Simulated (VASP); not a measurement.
# W12O in VASP: a series of runs

Runs on W12O. Level: PBE. Tasks: single point.

All numbers are computed with VASP 6.6.1; they aren't measurements. Logs are shortened: lines on timing, memory, paths and dates and some standing lists are left out, and cuts for length are marked.

### Step 1. Starting point

The cell holds a slab with vacuum, 13 atoms: a = 5.514 Å, b = 5.514 Å, c = 21.356 Å, α = 90.00°, β = 90.00°, γ = 109.47°.

### Step 2. Single point, PBE

Input file INCAR:

```
SYSTEM = W12O
ALGO = Fast ; DIPOL = 0.5 0.5 0.301
EDIFF = 1E-7 ; ENCUT = 520
GGA = PE ; IDIPOL = 3
ISIF = 2 ; ISMEAR = 0
LASPH = .TRUE. ; LCHARG = .TRUE.
LDIPOL = .TRUE. ; LELF = .TRUE.
LREAL = .FALSE. ; LVACPOTAV = .TRUE.
LVHAR = .TRUE. ; LWAVE = .FALSE.
NBANDS = 99 ; NELM = 100
PREC = Accurate ; SIGMA = 0.1
```

Input file KPOINTS:

```
k-points
0
G
  5 5 1
  0 0 0
```

Input file POSCAR:

```
W12O
1.0
    5.5140853207      0.0000000000      0.0000000000
   -1.8380284402      5.1987294965      0.0000000000
    0.0000000000      0.0000000000     21.3560050645
W O
12 1
Direct
    0.2500000000      0.2500000000      0.1873009483
    0.2500000000      0.7500000000      0.1873009483
    0.7500000000      0.2500000000      0.1873009483
    0.7500000000      0.7500000000      0.1873009483
    0.0000000000      0.0000000000      0.2892877541
    0.0000000000      0.5000000000      0.2892877541
    0.5000000000      0.0000000000      0.2892877541
    0.5000000000      0.5000000000      0.2892877541
    0.2500000000      0.2500000000      0.3912719181
    0.2500000000      0.7500000000      0.3912719181
    0.7500000000      0.2500000000      0.3912719181
    0.7500000000      0.7500000000      0.3912719181
    0.5000000000      0.5000000000      0.4469939502
```

Potentials or basis: VASP PAW PBE potentials, release 64 (W_sv, O).

Command:

```
$ cat potpaw_PBE.64/W_sv/POTCAR potpaw_PBE.64/O/POTCAR > POTCAR
$ mpirun -np 1 vasp_std > vasp.out
```

OUTCAR:

```text
SYSTEM = W12O
   EDIFF = 1E-7
   ENCUT = 520
   GGA = PE
   ISIF = 2
   ISMEAR = 0
   LASPH = .TRUE.
   LREAL = .FALSE.
   NELM = 100
   PREC = Accurate

 ion  position               nearest neighbor table
   1  0.250  0.250  0.187-   5 2.70   8 2.70   3 2.76   3 2.76   2 2.76   2 2.76   7 3.13   6 3.13
                             4 3.18   4 3.18
   2  0.250  0.750  0.187-   6 2.70   7 2.70   4 2.76   4 2.76   1 2.76   1 2.76   5 3.13   8 3.13
                             3 3.18   3 3.18
   3  0.750  0.250  0.187-   6 2.70   7 2.70   1 2.76   1 2.76   4 2.76   4 2.76   5 3.13   8 3.13
                             2 3.18   2 3.18
   4  0.750  0.750  0.187-   5 2.70   8 2.70   2 2.76   2 2.76   3 2.76   3 2.76   7 3.13   6 3.13
                             1 3.18   1 3.18
   5  0.000  0.000  0.289-   9 2.70  12 2.70   1 2.70   4 2.70   7 2.76   7 2.76   6 2.76   6 2.76
                            11 3.13  10 3.13   3 3.13   2 3.13   8 3.18   8 3.18
   6  0.000  0.500  0.289-  10 2.70  11 2.70   2 2.70   3 2.70   8 2.76   8 2.76   5 2.76   5 2.76
                             9 3.13  12 3.13   1 3.13   4 3.13   7 3.18   7 3.18
   7  0.500  0.000  0.289-  10 2.70  11 2.70   2 2.70   3 2.70   5 2.76   5 2.76   8 2.76   8 2.76
                             9 3.13  12 3.13   1 3.13   4 3.13   6 3.18   6 3.18
   8  0.500  0.500  0.289-   9 2.70  12 2.70   1 2.70   4 2.70   6 2.76   6 2.76   7 2.76   7 2.76
                            11 3.13  10 3.13   3 3.13   2 3.13   5 3.18   5 3.18
   9  0.250  0.250  0.391-  13 1.99   8 2.70   5 2.70  11 2.76  11 2.76  10 2.76  10 2.76   6 3.13
                             7 3.13  12 3.18  12 3.18
  10  0.250  0.750  0.391-  13 2.55   7 2.70   6 2.70  12 2.76  12 2.76   9 2.76   9 2.76   8 3.13
                             5 3.13  11 3.18  11 3.18
  11  0.750  0.250  0.391-  13 2.55   7 2.70   6 2.70   9 2.76   9 2.76  12 2.76  12 2.76   8 3.13
                             5 3.13  10 3.18  10 3.18
  12  0.750  0.750  0.391-  13 1.99   8 2.70   5 2.70  10 2.76  10 2.76  11 2.76  11 2.76   6 3.13
                             7 3.13   9 3.18   9 3.18
  13  0.500  0.500  0.447-   9 1.99  12 1.99  11 2.55  10 2.55

  LATTYP: Found a base centered orthorhombic cell.
 ALAT       =     6.3671172886
 B/A-ratio  =     1.4142135624
 C/A-ratio  =     3.3541089470

  Lattice vectors:

 A1 = (   5.5140853207,   0.0000000000,   0.0000000000)
 A2 = (  -1.8380284402,   5.1987294965,   0.0000000000)
 A3 = (   0.0000000000,   0.0000000000,  21.3560050645)

Analysis of symmetry for initial positions (statically):
=====================================================================
 Subroutine PRICEL returns:
 Original cell was already a primitive cell.

 Routine SETGRP: Setting up the symmetry group for a
 base centered orthorhombic supercell.

 Subroutine GETGRP returns: Found  4 space group operations
 (whereof  4 operations were pure point group operations)
 out of a pool of  8 trial point group operations.

The static configuration has the point symmetry C_2v.

Analysis of symmetry for dynamics (positions and initial velocities):
=====================================================================
 Subroutine PRICEL returns:
 Original cell was already a primitive cell.

 Routine SETGRP: Setting up the symmetry group for a
 base centered orthorhombic supercell.

 Subroutine GETGRP returns: Found  4 space group operations
 (whereof  4 operations were pure point group operations)
 out of a pool of  8 trial point group operations.

The dynamic configuration has the point symmetry C_2v.

 Subroutine INISYM returns: Found  4 space group operations
 (whereof  4 operations are pure point group operations),
 and found     1 'primitive' translations

----------------------------------------------------------------------------------------

                                     Primitive cell

  volume of cell :     612.1963

  direct lattice vectors                    reciprocal lattice vectors
     5.514085321  0.000000000  0.000000000     0.181353741  0.064118230  0.000000000
    -1.838028440  5.198729497  0.000000000     0.000000000  0.192354690  0.000000000
     0.000000000  0.000000000 21.356005064     0.000000000  0.000000000  0.046825237

  length of vectors
     5.514085321  5.514085321 21.356005064     0.192354690  0.192354690  0.046825237

  position of ions in fractional coordinates (direct lattice)
     0.250000000  0.250000000  0.187300948
     0.250000000  0.750000000  0.187300948
     0.750000000  0.250000000  0.187300948
     0.750000000  0.750000000  0.187300948
     0.000000000  0.000000000  0.289287754
     0.000000000  0.500000000  0.289287754
     0.500000000  0.000000000  0.289287754
     0.500000000  0.500000000  0.289287754
     0.250000000  0.250000000  0.391271918
     0.250000000  0.750000000  0.391271918
     0.750000000  0.250000000  0.391271918
     0.750000000  0.750000000  0.391271918
     0.500000000  0.500000000  0.446993950

  ion indices of the primitive-cell ions
   primitive index   ion index
                 1           1
                 2           2
                 3           3
                 4           4
                 5           5
                 6           6
                 7           7
                 8           8
                 9           9
                10          10
                11          11
                12          12
                13          13

----------------------------------------------------------------------------------------

 KPOINTS: k-points

Automatic generation of k-mesh.
 Grid dimensions read from file:
 generate k-points for:    5    5    1

 Generating k-lattice:

  Cartesian coordinates                     Fractional coordinates (reciprocal lattice)
     0.036270748  0.012823646  0.000000000     0.200000000  0.000000000  0.000000000
     0.000000000  0.038470938  0.000000000     0.000000000  0.200000000  0.000000000
     0.000000000  0.000000000  0.046825237     0.000000000  0.000000000  1.000000000

  Length of vectors
     0.038470938  0.038470938  0.046825237

  Shift w.r.t. Gamma in fractional coordinates (k-lattice)
     0.000000000  0.000000000  0.000000000

 Subroutine IBZKPT returns following result:
 ===========================================

 Found      9 irreducible k-points:

 Following reciprocal coordinates:
            Coordinates               Weight
  0.000000  0.000000  0.000000      1.000000
  0.200000  0.000000  0.000000      4.000000
  0.400000  0.000000  0.000000      4.000000
  0.200000  0.200000  0.000000      2.000000
  0.400000  0.200000  0.000000      4.000000
 -0.400000  0.200000  0.000000      4.000000
 -0.200000  0.200000  0.000000      2.000000
  0.400000  0.400000  0.000000      2.000000
 -0.400000  0.400000  0.000000      2.000000
   k-points           NKPTS =      9   k-points in BZ     NKDIM =      9   number of bands    NBANDS=     99
   number of dos      NEDOS =    301   number of ions     NIONS =     13
   total plane-waves  NPLWV = 282240
   dimension x,y,z NGX =    42 NGY =   42 NGZ =  160
   dimension x,y,z NGXF=    84 NGYF=   84 NGZF=  320
   ions per type =              12   1
   NGX,Y,Z   is equivalent  to a cutoff of  12.66, 12.66, 12.46 a.u.
   NGXF,Y,Z  is equivalent  to a cutoff of  25.33, 25.33, 24.91 a.u.
 SYSTEM =  W12O
   PREC   = accura    normal or accurate (medium, high low for compatibility)
   ISTART =      0    job   : 0-new  1-cont  2-samecut
   ICHARG =      2    charge: 1-file 2-atom 10-const
   ISPIN  =      1    spin polarized calculation?
   LNONCOLLINEAR =      F non collinear calculations
   LSORBIT =      F    spin-orbit coupling
   LASPH  =      T    aspherical Exc in radial PAW
   ENCUT  =  520.0 eV  38.22 Ry    6.18 a.u.  10.25 10.25 39.71*2*pi/ulx,y,z
   NELM   =    100;   NELMIN=  2; NELMDL= -5     # of ELM steps
   EDIFF  = 0.1E-06   stopping-criterion for ELM
   LREAL  =      F    real-space projection
   EDIFFG = 0.1E-05   stopping-criterion for IOM
   NSW    =      0    number of steps for IOM
   IBRION =     -1    ionic relax: 0-MD 1-quasi-New 2-CG
   NFREE  =      0    steps in history (QN), initial steepest desc. (CG)
   ISIF   =      2    stress and relaxation
   ISYM   =      2    0-nonsym 1-usesym 2-fastsym
   POTIM  = 0.5000    time-step for ionic-motion
   TEBEG  =    0.0;   TEEND  =   0.0 temperature during run
   PSTRESS=    0.0 pullay stress
   NELECT =     174.0000    total number of electrons
   NUPDOWN=      -1.0000    fix difference up-down
   EMIN   =  10.00;   EMAX   =-10.00  energy-range for DOS
   EFERMI =   0.00;   METHOD = LEGACY
   ISMEAR =     0;   SIGMA  =   0.10  broadening in eV -4-tet -1-fermi 0-gaus
   EFERMI_NEDOS =   21; number of points for ismear=-14 and -15
   IALGO  =     68    algorithm
   IMIX   =      4    mixing-type and parameters
     AMIX     =   0.40;   BMIX     =  1.00
     AMIX_MAG =   1.60;   BMIX_MAG =  1.00
  volume/ion in A,a.u.               =      47.09       317.79
  Fermi-wavevector in a.u.,A,eV,Ry     =   1.076369  2.034042 15.763292  1.158569
  Thomas-Fermi vector in A             =   2.212251
   LORBIT       =      0    0 simple, 1 ext, 2 COOP (PROOUT), +10 PAW based schemes
   GGA     = PE    functional components
   LHFCALC =     F    Hartree Fock is set to
   AEXX    =    0.0000 exact exchange contribution
   IVDW    =     0    specifies the selected vdW correction
   LEPSILON=     F    determine dielectric tensor
   LRPA    =     F    only Hartree local field effects (RPA)
 non-spin polarized calculation
 RMM-DIIS sequential band-by-band and
 Gauss-broadening in eV      SIGMA  =   0.10
  energy-cutoff  :      520.00
  volume of cell :      612.20
 maximum number of plane-waves:     16503
 NGX is ok and might be reduce to    42

 dipolmoment           0.000000      0.000000      1.236371 electrons x Angstroem

 number of electron     174.0000019 magnetization

 dipolmoment           0.000000      0.000000     -0.026707 electrons x Angstroem

 Free energy of the ion-electron system (eV)
  ---------------------------------------------------
  ext. energy  EPLUGINS =         0.00000000
  ---------------------------------------------------
  free energy    TOTEN  =      -152.21129912 eV

  energy without entropy =     -152.15390082  energy(sigma->0) =     -152.18259997

 E-fermi :   0.4773     XC(G=0):  -5.3024

 val. band max:        0.4721620762   @ k =   0.4000   0.0000   0.0000
 cond. band min:       0.4936938226   @ k =   0.4000   0.2000   0.0000
 fundamental gap:      0.0215317463
 Fermi energy:         0.4773264213

 k-point     1 :       0.0000    0.0000    0.0000
  band No.  band energies     occupation
      1     -73.9921      2.00000
      2     -73.9689      2.00000
      3     -73.7361      2.00000
      4     -73.6769      2.00000
      5     -73.6751      2.00000
      6     -73.6647      2.00000
[... 91 lines left out ...]
     98       2.6466      0.00000
     99       2.6759      0.00000

 k-point     2 :       0.2000    0.0000    0.0000
  band No.  band energies     occupation
      1     -73.9890      2.00000
      2     -73.9702      2.00000
      3     -73.7308      2.00000
      4     -73.6847      2.00000
      5     -73.6749      2.00000
      6     -73.6606      2.00000
[... 703 lines left out ...]
     98       1.8660      0.00000
     99       2.1580      0.00000

 k-point     9 :      -0.4000    0.4000    0.0000
  band No.  band energies     occupation
      1     -73.9828      2.00000
      2     -73.9689      2.00000
      3     -73.7186      2.00000
      4     -73.6788      2.00000
      5     -73.6728      2.00000
      6     -73.6648      2.00000
[... 91 lines left out ...]
     98       1.7215      0.00000
     99       1.9953      0.00000

------------------------ aborting loop because EDIFF is reached ----------------------------------------

  FORCE on cell =-STRESS in cart. coord.  units (eV):
  Direction    XX          YY          ZZ          XY          YZ          ZX
  --------------------------------------------------------------------------------------
  -------------------------------------------------------------------------------------
  Total      -10.7085647    -12.0691949      3.8697598     -1.9242217      0.0000000      0.0000000
  in kB      -28.0253555    -31.5862571     10.1275378     -5.0358754      0.0000000      0.0000000
  external PRESSURE =     -16.4946916 kB  Pullay stress =       0.0000000 kB

 VOLUME and BASIS-vectors are now :
 -----------------------------------------------------------------------------
  energy-cutoff  :      520.00
  volume of cell :      612.20
      direct lattice vectors                 reciprocal lattice vectors
     5.514085321  0.000000000  0.000000000     0.181353741  0.064118230  0.000000000
    -1.838028440  5.198729497  0.000000000     0.000000000  0.192354690  0.000000000
     0.000000000  0.000000000 21.356005064     0.000000000  0.000000000  0.046825237

 POSITION                                       TOTAL-FORCE (eV/Angst)
 -----------------------------------------------------------------------------------
      0.91901      1.29968      4.00000        -0.139312     -0.197016      0.133442
      0.00000      3.89905      4.00000         0.193561     -0.136869     -0.237660
      3.67606      1.29968      4.00000        -0.193561      0.136869     -0.237660
      2.75704      3.89905      4.00000         0.139312      0.197016      0.133442
      0.00000      0.00000      6.17803        -0.000000      0.000000     -0.983345
     -0.91901      2.59936      6.17803        -0.000000      0.000000      0.244800
      2.75704      0.00000      6.17803        -0.000000      0.000000      0.244800
      1.83803      2.59936      6.17803        -0.000000      0.000000     -0.571606
      0.91901      1.29968      8.35601        -0.752860     -1.064705      0.376832
      0.00000      3.89905      8.35601        -0.799052      0.565015     -0.082976
      3.67606      1.29968      8.35601         0.799052     -0.565015     -0.082976
      2.75704      3.89905      8.35601         0.752860      1.064705      0.376832
      1.83803      2.59936      9.54601        -0.000000      0.000000      0.686074
 -----------------------------------------------------------------------------------
    total drift:                               -0.000000     -0.000000      0.000689

  FREE ENERGIE OF THE ION-ELECTRON SYSTEM (eV)
  ---------------------------------------------------
  free  energy   TOTEN  =      -152.2112991205 eV

  energy  without entropy=     -152.1539008239  energy(sigma->0) =     -152.18259997

 vacuum level on the upper side and lower side of the slab         5.177         5.345
```

Wall time 22 min (1 thread of Intel Xeon Platinum 8488C (Sapphire Rapids), shared host); peak memory 0.77 GiB.

Results:

| Quantity | Value |
| --- | --- |
| Free energy | -152.2113 eV |
| Largest force | 1.357 eV/Å |
| Band gap on the k mesh | none (metal or under the smearing width) |
| Work function of the upper face | 4.70 eV |
| Work function of the lower face | 4.87 eV |

Forces on the atoms (eV/Å):
```
W   -0.139 -0.197  0.133
W    0.194 -0.137 -0.238
W   -0.194  0.137 -0.238
W    0.139  0.197  0.133
W    0.000  0.000 -0.983
W    0.000  0.000  0.245
W    0.000  0.000  0.245
W    0.000  0.000 -0.572
W   -0.753 -1.065  0.377
W   -0.799  0.565 -0.083
W    0.799 -0.565 -0.083
W    0.753  1.065  0.377
O    0.000  0.000  0.686
```

The run has no spin-orbit coupling, so splittings on W are missing.

### Step 3. Single point, PBE (O at 0/6 of the diagonal of the surface cell, 4.03 Å above the top plane)

Input file INCAR:

```
SYSTEM = W12O
PREC = Accurate
ENCUT = 520
EDIFF = 1E-6
ISMEAR = 0
SIGMA = 0.1
LREAL = .FALSE.
LASPH = .TRUE.
NELM = 100
ALGO = Fast
ISIF = 2
LWAVE = .FALSE.
LCHARG = .FALSE.
LDIPOL = .TRUE.
IDIPOL = 3
DIPOL = 0.5 0.5 0.312
GGA = PE
NBANDS = 99
```

Input file KPOINTS:

```
regular mesh
0
G
  5 5 1
  0 0 0
```

POSCAR: that of step 2 with these lines changed.

```diff
@@ -20,2 +20,2 @@
     0.7500000000      0.7500000000      0.3912719181
-    0.5000000000      0.5000000000      0.4469939502
+    0.2500000000      0.2500000000      0.5799776235
```

Potentials or basis: VASP PAW PBE potentials, release 64 (W_sv, O).

Command:

```
$ cat potpaw_PBE.64/W_sv/POTCAR potpaw_PBE.64/O/POTCAR > POTCAR
$ mpirun -np 1 vasp_std > vasp.out
```

Wall time 39 min (1 thread of Intel Xeon Platinum 8488C (Sapphire Rapids), shared host); peak memory 0.79 GiB.

Results (log left out):

* Free energy: -144.3255 eV
* Largest force: 0.606 eV/Å
* Band gap on the k mesh: none (metal or under the smearing width)

Forces on the atoms (eV/Å):
```
W    0.000  0.000 -0.054
W    0.000  0.000 -0.067
W    0.000  0.000 -0.067
W    0.000  0.000 -0.051
W   -0.010 -0.015  0.031
W    0.008 -0.005  0.052
W   -0.008  0.005  0.052
W    0.010  0.015  0.031
W    0.000  0.000  0.474
W    0.000  0.000  0.104
W    0.000  0.000  0.104
W    0.000  0.000 -0.003
O    0.000  0.000 -0.606
```

Levels at points of the mesh, in eV from the Fermi level:
```
           k point  band 85  band 86  band 87  band 88  band 89  band 90
(0.00, 0.00, 0.00)     0.08     0.43     0.76     0.99     1.43     1.44
```

Spin-orbit coupling is left out, which matters for the levels of W.
